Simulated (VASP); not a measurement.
Input for VASP

**POSCAR**
```
Hf2Zr2C4
1
    4.6372809687     0.0000000000     0.0000000000
    0.0000000000     4.6372809687     0.0000000000
    0.0000000000     0.0000000000     4.6379177581
Zr C Hf
2 4 2
Direct
  0.0000000000   0.0000000000   0.0000000000
  0.5000000000   0.5000000000   0.0000000000
  0.5000000000   0.5000000000   0.5000000000
  0.0000000000   0.0000000000   0.5000000000
  0.0000000000   0.5000000000   0.0000000000
  0.5000000000   0.0000000000   0.0000000000
  0.5000000000   0.0000000000   0.5000000000
  0.0000000000   0.5000000000   0.5000000000
```

### INCAR
```
SYSTEM = Hf2Zr2C4
PREC = Accurate
ENCUT = 520
EDIFF = 1E-7
NELM = 100
ALGO = Normal
LREAL = .FALSE.
LASPH = .TRUE.
ISMEAR = -5
GGA = PS
LMAXMIX = 6
LWAVE = .FALSE.
LCHARG = .TRUE.
LORBIT = 11
NEDOS = 601
ISIF = 2
LEFG = .TRUE.
```

KPOINTS:
```
Automatic mesh
0
Gamma
8 8 8
0 0 0
```

POTCAR, in this order: Zr_sv C Hf_pv (PBE.64 set). Program: vasp_std.

Task: Write an equivalent input for Ansatz.

Result: One equivalent input (not run):
Ansatz 0.2 input:
```yaml
crystal:
  lattice:
    - [4.6372810, 0.0000000, 0.0000000]
    - [0.0000000, 4.6372810, 0.0000000]
    - [0.0000000, 0.0000000, 4.6379178]
  atoms:
    - { symbol: Zr, position: [0.0000000, 0.0000000, 0.0000000] }
    - { symbol: Zr, position: [0.5000000, 0.5000000, 0.0000000] }
    - { symbol: C, position: [0.5000000, 0.5000000, 0.5000000] }
    - { symbol: C, position: [0.0000000, 0.0000000, 0.5000000] }
    - { symbol: C, position: [0.0000000, 0.5000000, 0.0000000] }
    - { symbol: C, position: [0.5000000, 0.0000000, 0.0000000] }
    - { symbol: Hf, position: [0.5000000, 0.0000000, 0.5000000] }
    - { symbol: Hf, position: [0.0000000, 0.5000000, 0.5000000] }
kpoints:
  mp_grid: { grid: [8, 8, 8] }
hamiltonian:
  xc: pbesol
  pseudopotentials: { kind: paw }
scf:
  occupations: { method: tetrahedron }
  max_iter: 100
output: { forces: true, stress: true, eigenvalues: true }
```
Limits of the translation: each code has its own PAW files, so the cut-off isn't converted (ENCUT is set for VASP's; basis.ecutwfc is left out, and Ansatz then takes the one that its files recommend); Ansatz stops its SCF on the density residual and VASP on the energy change (EDIFF); the field gradients of LEFG aren't asked of the other code.

The structure was generated: Hf2Zr2C4 was put into an ordered model structure (P4/mmm), which need not be its known phase. It was relaxed first.
